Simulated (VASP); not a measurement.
Elastic constants (GPa) of a crystal from LDA (Ceperley-Alder, Perdew-Zunger), VASP's LDA PAW potentials (set 64) run with VASP:

```csv
,xx,yy,zz,yz,xz,xy
xx,238.5,163.4,163.4,0.0,0.0,0.0
yy,163.4,238.5,163.4,0.0,0.0,0.0
zz,163.4,163.4,238.5,0.0,0.0,0.0
yz,0.0,0.0,0.0,100.9,0.0,0.0
xz,0.0,0.0,0.0,0.0,100.9,0.0
xy,0.0,0.0,0.0,0.0,0.0,100.9
```

Finite-difference elastic constants of metals are sensitive to mesh and smearing; shear constants can be off by tens of GPa.

Work out the Voigt, Reuss and Hill moduli, Young's modulus and Poisson's ratio.

All eigenvalues are positive (smallest 75.1 GPa), so the crystal is stable. K_V = (C11+C22+C33+2(C12+C13+C23))/9 = (715.5 + 2×490.2)/9 = 188.4 GPa; G_V = (715.5 − 490.2 + 3×302.7)/15 = 75.6 GPa. From the compliances, K_R = 188.4 GPa and G_R = 60.2 GPa. Hill: K = 188.4 GPa, G = 67.9 GPa, E = 9KG/(3K+G) = 181.9 GPa, ν = (3K−2G)/(2(3K+G)) = 0.339. K/G = 2.78, above Pugh's 1.75; universal anisotropy A^U = 1.27.

With a density of 9.68 g/cm³, what are the mean sound speeds?

v_l = √((K+4G/3)/ρ) = 5.37 km/s and v_t = √(G/ρ) = 2.65 km/s. The crystal is Cu (fcc), cubic.

The compound is Cu in the fcc structure. It was relaxed first, which changed the volume by -7 %.
